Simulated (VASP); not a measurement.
Calculation: MS2 meta-GGA, VASP's PBE PAW potentials (set 64) (plane waves; VASP).

VASP input:

File POSCAR:
```
AlN
1
    0.0000000000     2.2242146153     2.2242146153
    2.2242146153     0.0000000000     2.2242146153
    2.2242146153     2.2242146153     0.0000000000
Al N
1 1
Direct
  0.0000000000   0.0000000000   0.0000000000
  0.2500000000   0.2500000000   0.2500000000
```

### INCAR
```
! general
SYSTEM  = AlN
PREC    = Accurate
ENCUT   = 520
LREAL   = F
LASPH   = T

! electronic loop
EDIFF   = 1E-7
NELM    = 100
ALGO    = Normal
LMIXTAU = T

! smearing
ISMEAR  = 0
SIGMA   = 0.05

! functional
METAGGA = MS2

! ions
ISIF    = 2

! output
LWAVE   = F
LCHARG  = F
```

**KPOINTS**
```
Automatic mesh
0
Gamma
10 10 10
0 0 0
```

POTCAR, in this order: Al N (PBE.64 set). Program: vasp_std.

**Question.** Estimate the energy per atom (σ→0), pressure, band gap (on the k-mesh).

**Answer.** 
```yaml
energy per atom (σ→0): -10.486 eV/atom
band gap (on the k-mesh): 3.61 eV
pressure: -10.97 GPa
```

### OSZICAR
```
...
DAV:  19    -0.209712684401E+02    0.39340E-05   -0.70083E-07   784   0.111E-02    0.193E-03
DAV:  20    -0.209712676634E+02    0.77670E-06   -0.15271E-07   768   0.530E-03    0.461E-04
DAV:  21    -0.209712664457E+02    0.12177E-05   -0.36719E-08   392   0.220E-03    0.606E-04
DAV:  22    -0.209712643338E+02    0.21119E-05   -0.12569E-07   768   0.445E-03    0.335E-04
DAV:  23    -0.209712648612E+02   -0.52739E-06   -0.44428E-09   392   0.940E-04    0.133E-04
DAV:  24    -0.209712646233E+02    0.23792E-06   -0.11060E-09   400   0.431E-04    0.129E-04
DAV:  25    -0.209712647028E+02   -0.79526E-07   -0.36121E-10   392   0.276E-04
   1 F= -.20971265E+02 E0= -.20971265E+02  d E =-.757153E-11
```

The compound is AlN in the zinc blende structure, a metastable form; wurtzite is the usual one. This cell is one point of a volume scan, at 1.06 of the reference volume.
